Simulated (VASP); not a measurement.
Output of a VASP run:

File OSZICAR:
```
...
DAV:  10    -0.641693524114E+02    0.10940E-04   -0.10242E-05  1944   0.251E-02    0.357E-03
DAV:  11    -0.641693539328E+02   -0.15214E-05   -0.18654E-06  1200   0.936E-03    0.122E-03
DAV:  12    -0.641693508021E+02    0.31308E-05   -0.26216E-07   920   0.522E-03    0.439E-04
DAV:  13    -0.641693531349E+02   -0.23328E-05   -0.93044E-08   872   0.336E-03    0.118E-04
DAV:  14    -0.641693521113E+02    0.10236E-05   -0.22238E-08   864   0.148E-03    0.846E-05
DAV:  15    -0.641693527728E+02   -0.66152E-06   -0.80423E-09   864   0.901E-04
   5 F= -.64169353E+02 E0= -.64169570E+02  d E =-.257680E-01
       N       E                     dE             d eps       ncg     rms          rms(c)
DAV:   1    -0.651605426318E+02   -0.99119E+00   -0.41671E+01  1856   0.584E+01    0.637E+00
DAV:   2    -0.643971272320E+02    0.76342E+00   -0.29907E+00  2048   0.157E+01    0.341E+00
DAV:   3    -0.641793620749E+02    0.21777E+00   -0.41993E-01  2080   0.832E+00    0.180E+00
DAV:   4    -0.641025260080E+02    0.76836E-01   -0.22067E-01  2552   0.520E+00    0.317E-01
DAV:   5    -0.641088611727E+02   -0.63352E-02   -0.81865E-02  1752   0.274E+00    0.167E-01
DAV:   6    -0.641335350315E+02   -0.24674E-01   -0.25152E-02  1792   0.137E+00    0.769E-02
DAV:   7    -0.641353800052E+02   -0.18450E-02   -0.32682E-03  1904   0.480E-01    0.435E-02
DAV:   8    -0.641357348486E+02   -0.35484E-03   -0.74467E-04  2000   0.236E-01    0.332E-02
DAV:   9    -0.641359864266E+02   -0.25158E-03   -0.36292E-04  1744   0.161E-01    0.395E-03
DAV:  10    -0.641360114124E+02   -0.24986E-04   -0.42832E-05  1888   0.663E-02    0.649E-03
DAV:  11    -0.641360163027E+02   -0.48903E-05   -0.28074E-06  1584   0.130E-02    0.431E-03
DAV:  12    -0.641360123806E+02    0.39221E-05   -0.12101E-06   984   0.122E-02    0.125E-03
DAV:  13    -0.641360152310E+02   -0.28504E-05   -0.56566E-07   920   0.717E-03    0.286E-04
DAV:  14    -0.641360142346E+02    0.99643E-06   -0.12664E-07   904   0.360E-03
   6 F= -.64136014E+02 E0= -.64136131E+02  d E =0.757056E-02
       N       E                     dE             d eps       ncg     rms          rms(c)
DAV:   1    -0.648769637157E+02   -0.74095E+00   -0.30574E+01  1856   0.555E+01    0.519E+00
DAV:   2    -0.643495137221E+02    0.52745E+00   -0.17522E+00  2000   0.139E+01    0.277E+00
DAV:   3    -0.641978277565E+02    0.15169E+00   -0.24243E-01  2272   0.673E+00    0.119E+00
DAV:   4    -0.641514353600E+02    0.46392E-01   -0.10527E-01  2568   0.374E+00    0.229E-01
DAV:   5    -0.641503510025E+02    0.10844E-02   -0.49342E-02  1848   0.231E+00    0.124E-01
DAV:   6    -0.641700502499E+02   -0.19699E-01   -0.12535E-02  1824   0.947E-01    0.645E-02
DAV:   7    -0.641702010243E+02   -0.15077E-03   -0.13576E-03  1792   0.314E-01    0.462E-02
DAV:   8    -0.641706859557E+02   -0.48493E-03   -0.58697E-04  2168   0.252E-01    0.427E-02
DAV:   9    -0.641708523423E+02   -0.16639E-03   -0.37154E-04  1816   0.143E-01    0.433E-03
DAV:  10    -0.641708698266E+02   -0.17484E-04   -0.26243E-05  1960   0.391E-02    0.370E-03
DAV:  11    -0.641708684518E+02    0.13747E-05   -0.10226E-06  1056   0.881E-03    0.204E-03
DAV:  12    -0.641708747869E+02   -0.63351E-05   -0.82765E-07  1096   0.957E-03    0.722E-04
DAV:  13    -0.641708706472E+02    0.41396E-05   -0.26679E-07   904   0.497E-03    0.186E-04
DAV:  14    -0.641708718104E+02   -0.11631E-05   -0.33299E-08   888   0.206E-03    0.141E-04
DAV:  15    -0.641708717199E+02    0.90420E-07   -0.12405E-08   872   0.117E-03
   7 F= -.64170872E+02 E0= -.64171091E+02  d E =-.272869E-01
```

File OUTCAR:
```
------------------------ aborting loop because EDIFF is reached ----------------------------------------
  FORCE on cell =-STRESS in cart. coord.  units (eV):
  Direction    XX          YY          ZZ          XY          YZ          ZX
  --------------------------------------------------------------------------------------
  Total       -0.0748085     -0.0748085     -0.0784714      0.0000000      0.0000000      0.0000000
  in kB       -1.8380571     -1.8380569     -1.9280552      0.0000003      0.0000000      0.0000000
  external PRESSURE =      -1.8680564 kB  Pullay stress =       0.0000000 kB
  volume of cell :       65.21
      direct lattice vectors                 reciprocal lattice vectors
     3.416967713  0.000000022 -0.000000000     0.292657139  0.168965736  0.000000000
    -1.708484324  2.959180643  0.000000000    -0.000000002  0.337931379 -0.000000000
    -0.000000000 -0.000000000  6.448971115     0.000000000 -0.000000000  0.155063495
 POSITION                                       TOTAL-FORCE (eV/Angst)
 -----------------------------------------------------------------------------------
      0.00000      0.00000     -0.00000         0.000000     -0.000000      0.000000
     -0.00000     -0.00000      3.22449         0.000000      0.000000      0.000000
     -0.00000      1.97279      1.61224        -0.000000     -0.000000     -0.000000
      1.70849      0.98639      4.83673         0.000000      0.000000      0.000000
 -----------------------------------------------------------------------------------
    total drift:                               -0.000000      0.000000      0.000000
  FREE ENERGIE OF THE ION-ELECTRON SYSTEM (eV)
  ---------------------------------------------------
  free  energy   TOTEN  =       -64.1708717199 eV

  energy  without entropy=      -64.1715294618  energy(sigma->0) =      -64.17109097

 reached required accuracy - stopping structural energy minimisation
```
(Selected blocks of OUTCAR.)

### POSCAR
```
SnO
1
    3.4817811574     0.0000000119    -0.0000000000
   -1.7408910640     3.0153107264     0.0000000000
   -0.0000000000     0.0000000000     6.0958526020
Sn O
2 2
Direct
  0.0000000000   0.0000000000   0.0000000000
  0.0000000000   0.0000000000   0.5000000000
  0.3333330000   0.6666670000   0.2500000000
  0.6666670000   0.3333330000   0.7500000000
```

Question: Write an INCAR and KPOINTS that could have produced this output.

Answer: One answer among several that fit: the input of the run itself, r2SCAN meta-GGA, plane waves, VASP's PBE PAW potentials (set 64).

INCAR:
```
# general
SYSTEM  = SnO
PREC    = Accurate
ENCUT   = 520   # plane-wave cut-off (eV)
LREAL   = .FALSE.   # projection in real space or not
LASPH   = .TRUE.

# electronic loop
EDIFF   = 1E-6
NELM    = 100
ALGO    = Normal   # blocked Davidson
LMAXMIX = 4
LMIXTAU = .TRUE.

# smearing
ISMEAR  = 1
SIGMA   = 0.1

# functional
METAGGA = R2SCAN

# ions
IBRION  = 2
NSW     = 60
ISIF    = 3
EDIFFG  = -0.02   # ionic stop

# output
LWAVE   = .FALSE.
LCHARG  = .FALSE.
```

File KPOINTS:
```
Automatic mesh
0
Gamma
9 9 5
0 0 0
```

POTCAR, in this order: Sn_d O (PBE.64 set). Program: vasp_std.

The structure was generated: SnO was put into the NiAs type (P6_3/mmc), which need not be its known phase. This run relaxes it. Symmetry was kept, so distortions that lower it aren't found. The start is the result of an earlier pass.
